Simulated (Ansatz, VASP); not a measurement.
# HfTeS: VASP beside Ansatz

One calculation is typed for both programs; each brings its own data sets. How far apart do they land? The structure shown is the start of the Ansatz relaxation below; VASP solves that cell, so the two are compared at the walk's first step.

Program: Ansatz 0.2.0. Level of theory: plane waves, with VASP 6.6.1 beside it; single point at PBEsol. Results are calculated unless marked as measured.

### 1. Set-up

The cell holds 3 atoms: 1 Hf, 1 S and 1 Te. Its edges and angles: a = 3.734 Å, b = 3.875 Å, c = 30.000 Å, α = 90.0°, β = 90.0°, γ = 118.8°. Vacuum lies along c.

As a file:

```cif
data_structure
_symmetry_space_group_name_H-M 'P 1'
_symmetry_Int_Tables_number 1
_cell_length_a 3.7344
_cell_length_b 3.8753
_cell_length_c 30.0000
_cell_angle_alpha 90.000
_cell_angle_beta 90.000
_cell_angle_gamma 118.805
_cell_volume 380.44
loop_
_atom_site_label
_atom_site_type_symbol
_atom_site_fract_x
_atom_site_fract_y
_atom_site_fract_z
_atom_site_occupancy
Hf1 Hf 0.00043 0.00087 0.33903 1
S2 S 0.32994 0.65988 0.38097 1
Te3 Te 0.66962 0.33925 0.27667 1
```

### 2. Ansatz: relaxation, PBEsol

Ansatz runs on its PAW soft_1 files.

The two programs are compared at the cell with which this relaxation starts, whose forces are those of its first step.

Input file input.yaml:

```yaml
crystal:
  lattice:
    - [3.7343976054, 0.0, 0.0]
    - [-1.8671988027, 3.3957873536, 0.0]
    - [0.0, 0.0, 30.0]
  atoms:
    - { symbol: Hf, position: [0.0004346819, 0.0008693638, 0.3390292049] }
    - { symbol: S, position: [0.3299406771, 0.6598813543, 0.3809714647] }
    - { symbol: Te, position: [0.6696246409, 0.3392492818, 0.2766659972] }
  periodic: [true, true, false]
kpoints:
  mp_grid: { grid: [15, 15, 1] }
hamiltonian:
  xc: pbesol
  pseudopotentials: { kind: paw, azcp: { folder: soft_1 }, xc_functional: pbe }
scf:
  occupations: { method: methfessel_paxton, width: 0.2 }
output:
  forces: true
  stress: true
  eigenvalues: true
relax:
  adjacent_minimum: "off"
  f_tol: 0.001
  max_steps: 60
```

The run is started by

```console
$ ansatz run input.yaml --threads 8 --pin off --max-ram 16384MiB --backend cpu --events-out ev --progress --plain --runs-dir out
```

Numbers of over 12 decimals in the logs are rounded to 6 here.

The log of the run:

```text
Warning: output.stress: scf.convergence.dr2_threshold = 1e-9 eV (the default of a walk held to its f_tol) is looser than the 3e-10 eV advised for a printed stress (1e-10 eV for each atom of the cell: 3). What an SCF threshold leaves in a stress goes as its square root, and in the free energy as the threshold itself, and one threshold admits the most on a small cell: [figures from the program's tests cut] Every solve  [...]
Engine: ansatz 0.2.0, aarch64-unknown-linux-gnu
Pseudopotentials: kind: paw
Pseudopotential: Hf, paw, valence charge 26, recommended cutoff 420 eV (normal), soft_1/Hf.paw.azcp
Pseudopotential: S, paw, valence charge 6, recommended cutoff 420 eV (normal), soft_1/S.paw.azcp
Pseudopotential: Te, paw, valence charge 16, recommended cutoff 420 eV (normal), soft_1/Te.paw.azcp
Functional definition: PBEsol
  exchange = pbesol_x
  correlation = pbesol_c
Crystal: 3 atoms, lattice volume = 380.437 Å³
Basis set: ecut = 420 eV, 7481 PW (Γ), exchange–correlation on 50×54×432 points (8 copies of the dense FFT grid, shifted against one another)
Bands: 29, of which v1, the nominal top of the filled ones, is band 24 counted from 1 (23 counted from 0)
Symmetry: 2 space group operations
Space group: Cm (ITA 8), of the structure as read, at distance tolerance 7.2e-5 Å
k-points: 64 of 225 (time reversal used)
Non-local potential: Hf, projectors of the file, l = 0: 3, l = 1: 2, l = 2: 2, l = 3: 3
Non-local potential: S, projectors of the file, l = 0: 2, l = 1: 2, l = 2: 1
Non-local potential: Te, projectors of the file, l = 0: 2, l = 1: 2, l = 2: 2, l = 3: 1
PAW form: soft (Blöchl's): semilocal exchange-correlation on the pseudo side does not see the compensation charge
PAW frozen core: Hf, regenerated for the run's functional, and the local potential with it (the file was generated under x = pbe(κ = 0.804, μ = 0.219515), c = pbe(β = 0.066725))
PAW frozen core: S, regenerated for the run's functional, and the local potential with it (the file was generated under x = pbe(κ = 0.804, μ = 0.219515), c = pbe(β = 0.066725))
PAW frozen core: Te, regenerated for the run's functional, and the local potential with it (the file was generated under x = pbe(κ = 0.804, μ = 0.219515), c = pbe(β = 0.066725))
PAW one-centre angular grid: Hf, 590 points (default); XC on 64 Gauss nodes
PAW one-centre angular grid: S, 110 points (default); XC on 64 Gauss nodes
PAW one-centre angular grid: Te, 590 points (default); XC on 64 Gauss nodes
Initial density: superposition of atomic densities (neutral atoms: chi_scale 0, normalization atom)
Initial wavefunctions: pseudopotential atomic-orbital guess
Functional: x = pbesol(κ = 0.804, μ = 0.123457), c = pbesol(β = 0.046)
SCF iter   1: F=—  HF=-23389.326240 eV  |F-HF|=—  |Δ(HF+E_count)|=         —  Δρ=1.80e-2  dr2=1.97e0  ethr=3.10e-3  ⟨swp⟩=13.0  Hψ=12429  notcnv=0
preconditioner: auto → LDOS  [insulator: Δε(μ)=0.219 eV  Ē_g=11.295 eV  σ=0.200 eV  W_gap=0.75  n_scr=40 (ndim 8)  ℏωp=10.4 eV  f_vac=0.764  D(μ)=0.15/eV (n_scr^D=2)  ε∞_Penn≈1.9  β→1.0]
SCF iter   2: F=—  HF=-23389.907046 eV  |F-HF|=—  |Δ(HF+E_count)|=   5.81e-1  S|Δr|=    0.00e0  Δρ=2.44e-2  dr2=4.70e0  ethr=3.10e-3  ⟨swp⟩=4.1  Hψ=5340  notcnv=0  defer=6  recentre
SCF iter   3: F=—  HF=-23388.807585 eV  |F-HF|=—  |Δ(HF+E_count)|=    1.10e0  S|Δr|=    0.00e0  Δρ=5.84e-3  dr2=3.85e-1  ethr=3.10e-3  ⟨swp⟩=4.5  Hψ=5011  notcnv=0  defer=6
SCF iter   4: F=—  HF=-23388.766029 eV  |F-HF|=—  |Δ(HF+E_count)|=   4.16e-2  S|Δr|=    0.00e0  Δρ=2.20e-3  dr2=1.07e-1  ethr=8.01e-4  ⟨swp⟩=2.4  Hψ=3928  notcnv=0  defer=6
SCF iter   5: F=—  HF=-23388.753516 eV  |F-HF|=—  |Δ(HF+E_count)|=   1.25e-2  S|Δr|=    0.00e0  Δρ=8.36e-4  dr2=2.60e-3  ethr=2.24e-4  ⟨swp⟩=2.8  Hψ=2769  notcnv=0  defer=5
SCF iter   6: F=—  HF=-23388.752898 eV  |F-HF|=—  |Δ(HF+E_count)|=   6.19e-4  S|Δr|=    0.00e0  Δρ=2.59e-4  dr2=1.31e-4  ethr=5.41e-6  ⟨swp⟩=3.4  Hψ=4249  notcnv=0  defer=5
[...]
relax step   1: F+E_penalty+E_count = -23388.75304844 eV  Δ(F+E_penalty+E_count) = +0.000e0 eV  max|allowed force component| = 8.775e-2 eV/Å  Δτ_max = 0.0000 Å  (10 SCF iters, dr2 threshold 1.00e-7 eV, accepted)
[...]
relax step   2: F+E_penalty+E_count = -23388.75242862 eV  Δ(F+E_penalty+E_count) = +6.198e-4 eV  max|allowed force component| = 1.457e-1 eV/Å  Δτ_max = 0.0223 Å  (6 SCF iters, dr2 threshold 4.81e-7 eV, rejected (line search))
[...]
relax step   3: F+E_penalty+E_count = -23388.75388740 eV  Δ(F+E_penalty+E_count) = -8.390e-4 eV  max|allowed force component| = 6.332e-3 eV/Å  Δτ_max = 0.0101 Å  (6 SCF iters, dr2 threshold 1.00e-7 eV, accepted)
[...]
relax step   4: F+E_penalty+E_count = -23388.75389241 eV  Δ(F+E_penalty+E_count) = -5.007e-6 eV  max|allowed force component| = 2.297e-3 eV/Å  Δτ_max = 0.0008 Å  (6 SCF iters, dr2 threshold 2.51e-9 eV, accepted)
[...]
relax step   5: F+E_penalty+E_count = -23388.75389307 eV  Δ(F+E_penalty+E_count) = -6.592e-7 eV  max|allowed force component| = 8.724e-4 eV/Å  Δτ_max = 0.0003 Å  (5 SCF iters, accepted)
SCF converged after 5 iterations
Stability not checked: this state was not tested for a lower state beside it, because cold or Methfessel-Paxton smearing, or corrected tetrahedra, fill the levels in a way that the test cannot read (fill_not_monotonic; see scf.lower_state_search)
Free energy (F): -23388.753893 eV
Harris-Foulkes:  -23388.753893 eV  (|F-HF|=9.31e-10)
Internal energy: -23388.756459 eV  (E = F + TS)
E sigma→0 (E₀):  -23388.754534 eV
Entropy (-TS):   0.002566 eV (0.855 meV/atom)
Fermi energy:    -4.703558 eV
--- Per-component energies (eV) ---
  E_band       = -1178.113755
  E_kinetic    = 683.425982
  E_local      = -110185.985748  (includes V_loc(G=0)·N_el)
  E_nonlocal   = 170.534141
  E_hartree    = 54530.036875
  E_xc         = -472.710611
  E_vxc        = -437.249712  (∫ρ·V_xc dr)
  E_paw        = -12763.001562  (= ΣΔE_a)
  E_vpaw       = -468.914360  (= ΣTr[D̂ρ^β])
  E_aug_tail   = 0.000176  (compensation charges beyond the density's cutoff)
  E_ewald      = 44647.256471
  E_core_change = 1.687817  (= ΣΔE_core)
  E_smearing   = 0.002566  (= −TS)
  E_closure    = 0.000000  (closes the sum)
  Σ components = -23388.753893   (vs F -23388.753893, Δ=0.00e0)
--- Forces (eV/Å), atoms counted from 1 ---
  atom   1  Hf    -0.00000000     0.00087077    -0.00018772
  atom   2  S     -0.00000000    -0.00026055     0.00003393
  atom   3  Te    -0.00000000    -0.00061512     0.00014990
  max |Σ_I F_I| component: 4.90e-6 eV/Å
--- 2D stress c σ (N/m, compression-positive) ---
       -0.477247       0.000000       0.000000
        0.000000      -2.755446       0.000000
        0.000000       0.000000       0.000000
  P = ½ c Tr σ = -1.6163 N/m
--- Band table (eV; the first three rows and the last of 64) ---
  k-point 0: bands = [... 20 lower, -8.4893, -6.7439, -4.8540, -4.4934, -4.2672, -3.8861, -3.2499, -1.4957, ... 1 higher]
  k-point 1: bands = [... 20 lower, -8.4709, -6.6620, -5.3876, -4.7291, -4.1198, -3.6306, -3.0798, -1.4113, ... 1 higher]
  k-point 2: bands = [... 20 lower, -8.4214, -6.5595, -6.1836, -5.0803, -4.1534, -3.2327, -2.8049, -1.4751, ... 1 higher]
  k-point 63: bands = [... 20 lower, -8.6977, -7.9581, -7.1540, -6.6974, -3.9263, -3.0025, -2.1152, -1.2863, ... 1 higher]
--- Relaxed structure (5 steps of the walk, 4 accepted, 0 SCFs on fresh bases) ---
  F+E_penalty+E_count = -23388.75389307 eV   max|allowed force component| = 8.724e-4 eV/Å
  cell:  # Å, volume = 380.4366 Å³
    - [3.7343976054, 0.0, 0.0]
    - [-1.8671988027, 3.3957873536, 0.0]
    - [0.0, 0.0, 30.0]
  atoms:
    - { symbol: Hf, position: [0.000496922, 0.000993844, 0.339065] }
    - { symbol: S, position: [0.329280, 0.658559, 0.380655] }
    - { symbol: Te, position: [0.670223, 0.340447, 0.276946] }
```

Reading the cycles: dr2 is the Hartree energy of the density residual (eV), the measure of convergence; HF is the Harris–Foulkes estimate of the energy, which meets the free energy F at convergence.

### 3. VASP: single point, PBEsol, start cell, pair 1

The same cell, functional, mesh and smearing now go to VASP, with its own data sets.

Lines of VASP's logs that name or quote its potential files are left out, and so is its time.

Input file INCAR:

```
SYSTEM = HfTeS
PREC = Accurate
ENCUT = 400
EDIFF = 1E-06
NELM = 120
ISMEAR = 1
SIGMA = 0.2
LREAL = .FALSE.
ALGO = Normal
GGA = PS
NBANDS = 17
LASPH = .TRUE.
LORBIT = 11
LWAVE = .FALSE.
LCHARG = .FALSE.
ISIF = 2
LDIPOL = .TRUE.
IDIPOL = 3
DIPOL = 0.5 0.5 0.332
LVHAR = .TRUE.
GGA_COMPAT = .FALSE.
NELMDL = -8
KPAR = 2
```

Input file POSCAR:

```
HfTeS
1.0
    3.7343976054      0.0000000000      0.0000000000
   -1.8671988027      3.3957873536      0.0000000000
    0.0000000000      0.0000000000     30.0000000000
Hf S Te
1 1 1
Direct
    0.0004346562      0.0008693124      0.3390292000
    0.3299407128      0.6598814256      0.3809714667
    0.6696246318      0.3392491579      0.2766660000
```

Input file KPOINTS:

```
Automatic mesh
0
Gamma
15 15 1
0 0 0
```

PAW data sets: Hf_pv, S and Te (PBE family, release 64).

The run is started by

```console
$ mpirun -np 2 vasp_std
```

The log of the run:

```text
[banner, memory and clock lines left out]
running    2 mpi-ranks, on    1 nodes
 distrk:  each k-point on    1 cores,    2 groups
 distr:  one band on    1 cores,    1 groups

 POSCAR found type information on POSCAR HfS Te
 POSCAR found :  3 types and       3 ions
|                                                                             |
|               ----> ADVICE to this user running VASP <----                  |
|                                                                             |
|     You enforced a specific xc type in the INCAR file but a different       |
|     [... a line on the potential file left out ...]
|     I HOPE YOU KNOW WHAT YOU ARE DOING!                                     |
|                                                                             |

 LDA part: xc-table for (Slater+PW92), standard interpolation
 POSCAR, INCAR and KPOINTS ok, starting setup
 FFT: planning ... GRIDC
 FFT: planning ... GRID_SOFT
 FFT: planning ... GRID
 WAVECAR not read
 entering main loop
       N       E                     dE             d eps       ncg     rms          rms(c)
DAV:   1     0.942891161081E+02    0.94289E+02   -0.80298E+03  2736   0.731E+02
DAV:   2    -0.115521156476E+02   -0.10584E+03   -0.10352E+03  2870   0.150E+02
DAV:   3    -0.230283995256E+02   -0.11476E+02   -0.11426E+02  3223   0.501E+01
DAV:   4    -0.232700500742E+02   -0.24165E+00   -0.24132E+00  3441   0.864E+00
DAV:   5    -0.232722478264E+02   -0.21978E-02   -0.21970E-02  3293   0.762E-01
DAV:   6    -0.232723129727E+02   -0.65146E-04   -0.65142E-04  3560   0.104E-01
DAV:   7    -0.232723135693E+02   -0.59668E-06   -0.59686E-06  3304   0.946E-03
DAV:   8    -0.232723135798E+02   -0.10438E-07   -0.10378E-07  2600   0.132E-03    0.450E+01
DAV:   9    -0.220007878376E+02    0.12715E+01   -0.41739E+00  2532   0.898E+00    0.324E+01
DAV:  10    -0.219753153612E+02    0.25472E-01   -0.20481E+00  2846   0.735E+00    0.872E+00
DAV:  11    -0.218821896899E+02    0.93126E-01   -0.58503E-01  2814   0.386E+00    0.167E+00
DAV:  12    -0.218787532372E+02    0.34365E-02   -0.69397E-02  2732   0.132E+00    0.613E-01
DAV:  13    -0.218785079581E+02    0.24528E-03   -0.46776E-03  2941   0.394E-01    0.184E-01
DAV:  14    -0.218783576750E+02    0.15028E-03   -0.36796E-04  2978   0.105E-01    0.109E-01
[...]
DAV:  20    -0.218788918856E+02   -0.58514E-04   -0.31371E-06  2847   0.642E-03    0.422E-03
DAV:  21    -0.218789072548E+02   -0.15369E-04   -0.34013E-07  2602   0.220E-03    0.135E-03
DAV:  22    -0.218789348566E+02   -0.27602E-04   -0.16173E-06  2494   0.401E-03    0.203E-03
DAV:  23    -0.218789428428E+02   -0.79862E-05   -0.15866E-07  2552   0.153E-03    0.157E-03
DAV:  24    -0.218789512988E+02   -0.84560E-05   -0.19757E-07  2165   0.115E-03    0.450E-04
DAV:  25    -0.218789550599E+02   -0.37611E-05   -0.66437E-08  2332   0.669E-04    0.535E-04
DAV:  26    -0.218789578638E+02   -0.28039E-05   -0.67464E-08  2233   0.609E-04    0.375E-04
DAV:  27    -0.218789586453E+02   -0.78151E-06   -0.72296E-09  2186   0.266E-04
   1 F= -.21878959E+02 E0= -.21879774E+02  d E =0.244516E-02
```

Parts of OUTCAR (step 3):

```text
ion  position               nearest neighbor table
   1  0.000  0.001  0.339-   2 2.53   2 2.53   2 2.57   3 2.88   3 2.88   3 2.92
   2  0.330  0.660  0.381-   1 2.53   1 2.53   1 2.57
   3  0.670  0.339  0.277-   1 2.88   1 2.88   1 2.92

  LATTYP: Found a base centered orthorhombic cell.
 ALAT       =     3.7343976054
 B/A-ratio  =     1.8186533478
 C/A-ratio  =     8.0334241744

 Subroutine GETGRP returns: Found  2 space group operations
 (whereof  2 operations were pure point group operations)

The static configuration has the point symmetry C_1h.

 Found     64 irreducible k-points:

   k-points           NKPTS =     64   k-points in BZ     NKDIM =     64   number of bands    NBANDS=     17

   dimension x,y,z NGX =    24 NGY =   28 NGZ =  196
   dimension x,y,z NGXF=    48 NGYF=   56 NGZF=  392

   ENCUT  =  400.0 eV  29.40 Ry    5.42 a.u.   6.09  6.32 48.92*2*pi/ulx,y,z

   NELECT =      22.0000    total number of electrons

 k-points in reciprocal lattice and weights: Automatic mesh
   0.00000000  0.00000000  0.00000000       0.004
   0.06666667  0.00000000  0.00000000       0.018
   0.13333333  0.00000000  0.00000000       0.018
   0.20000000  0.00000000  0.00000000       0.018
   0.26666667  0.00000000  0.00000000       0.018
   0.33333333  0.00000000  0.00000000       0.018
   0.40000000  0.00000000  0.00000000       0.018
   0.46666667  0.00000000  0.00000000       0.018
   0.00000000  0.06666667  0.00000000       0.009
[...]
0.00000000  0.46666667  0.00000000       0.009
   0.06666667  0.46666667  0.00000000       0.009

 dipolmoment           0.000000      0.000000     -0.001127 electrons x Angstroem

 average (electrostatic) potential at core
       1 -46.0167       2 -94.6384       3 -96.4919

 E-fermi :  -2.6786

 k-point     1 :       0.0000    0.0000    0.0000
  band No.  band energies     occupation
    ...
      6      -7.7305      2.00000
      7      -6.6819      2.00000
      8      -6.4162      2.00000
      9      -4.7213      2.00000
     10      -2.8179      1.91733
     11      -2.4602     -0.06448
     12      -2.2174     -0.00527
     13      -1.8482     -0.00000
     14      -1.2418     -0.00000
     15       0.5342     -0.00000
    ...

 k-point     2 :       0.0667    0.0000    0.0000
  band No.  band energies     occupation
    ...
      7      -6.6999      2.00000
      8      -6.4966      2.00000
      9      -4.6200      2.00000
     10      -3.1365      2.00563
     11      -2.9433      2.06831
     12      -1.9492     -0.00000
     13      -1.7579     -0.00000
     14      -1.0627     -0.00000
     15       0.6627     -0.00000
     16       1.3619      0.00000
    ...

 k-point     3 :       0.1333    0.0000    0.0000
  band No.  band energies     occupation
    ...
      7      -6.8550      2.00000
      8      -6.5399      2.00000
      9      -4.4761      2.00000
     10      -3.9142      2.00000
     11      -3.3770      2.00001
     12      -1.9657     -0.00001
     13      -1.4214     -0.00000
     14      -0.8245     -0.00000
     15       0.6733     -0.00000
     16       1.3953      0.00000
    ...

  Total       -0.6466987     -2.4974375     -0.3498711      0.0000000     -0.0598398      0.0000000
  in kB       -2.7235182    -10.5177516     -1.4734531      0.0000000     -0.2520102      0.0000000
  external PRESSURE =      -4.9049076 kB  Pullay stress =       0.0000000 kB

  energy-cutoff  :      400.00
  volume of cell :      380.44
      direct lattice vectors                 reciprocal lattice vectors
     3.734397605  0.000000000  0.000000000     0.267780806  0.147241257  0.000000000
    -1.867198803  3.395787354  0.000000000     0.000000000  0.294482515  0.000000000
     0.000000000  0.000000000 30.000000000     0.000000000  0.000000000  0.033333333

 POSITION                                       TOTAL-FORCE (eV/Angst)
 -----------------------------------------------------------------------------------
      0.00000      0.00295     10.17088         0.000000      0.009484      0.031532
      0.00000      2.24082     11.42914         0.000000     -0.024845     -0.124060
      1.86720      1.15202      8.29998        -0.000000      0.015361      0.092528
 -----------------------------------------------------------------------------------
    total drift:                               -0.000054     -0.000063     -0.000202

  FREE ENERGIE OF THE ION-ELECTRON SYSTEM (eV)
  ---------------------------------------------------
  free  energy   TOTEN  =       -21.8789586453 eV

  energy  without entropy=      -21.8814038030  energy(sigma->0) =      -21.87977370

 vacuum level on the upper side and lower side of the slab         2.031         2.047

 total charge
# of ion       s       p       d       tot
------------------------------------------
    1        0.305   6.444   1.467   8.216
    2        1.330   2.408   0.000   3.739
    3        1.378   2.035   0.033   3.446
--------------------------------------------------
tot          3.014  10.887   1.499  15.400

[... 3 further parts left out ...]
```

The run ends at a pressure of -0.49 GPa, with forces up to 0.13 eV/Å.

### 4. Differences

Known differences besides the potentials themselves: Ansatz cuts the interaction across the vacuum, VASP repeats the sheet with a dipole correction; the data sets hold 48 valence electrons in Ansatz (on its PAW soft_1 files) and 22 in VASP; the cutoff is 420 eV in Ansatz and 400 eV in VASP; Ansatz makes its cores anew for this functional, VASP keeps those of its PBE data sets. Total energies have different zeros and are not compared.

Forces (eV/Å; atoms numbered as in POSCAR):

| atom | Ansatz x, y, z | VASP x, y, z |
| --- | --- | --- |
| Hf1 | 0.000, 0.011, 0.010 | 0.000, 0.009, 0.032 |
| S2 | 0.000, -0.027, -0.088 | 0.000, -0.025, -0.124 |
| Te3 | 0.000, 0.016, 0.077 | 0.000, 0.015, 0.093 |

The forces differ by 15 meV/Å r.m.s., which is 27.8 % of the r.m.s. force of 0.054 eV/Å (both taken over all components). With vacuum in the cell, a pressure given here is an average over mostly empty space and none of the material.

### 5. Further runs

Further runs change the set-up of one program: Ansatz's method, potentials or start, or VASP's data sets, cutoff or form of LDA. The table gives that difference for each run.

| run | r.m.s. force difference (meV/Å) |
| --- | --- |
| as above | 15 |
| VASP with the data sets Hf_sv, S and Te_sv_GW and a cutoff of 520 eV | 14 |

(Part 1 of 2 ends here.)

[Lines on the potential files, build, host, timing and source positions are cut from VASP's logs without a mark.]

[Logs are printed without paths, hosts, clocks, repeated set-up lines and the standing remarks that a program may print on its own settings, such as how far it seeks lower states.]

[Hosts, paths, dates, database ids (printed as entryN), source tags and the programs' standing remarks are cut or masked in the printed files.]

[Rows of further runs with another cutoff or data set may stand on the cell that Ansatz relaxed, not on the start cell of the pair above them.]
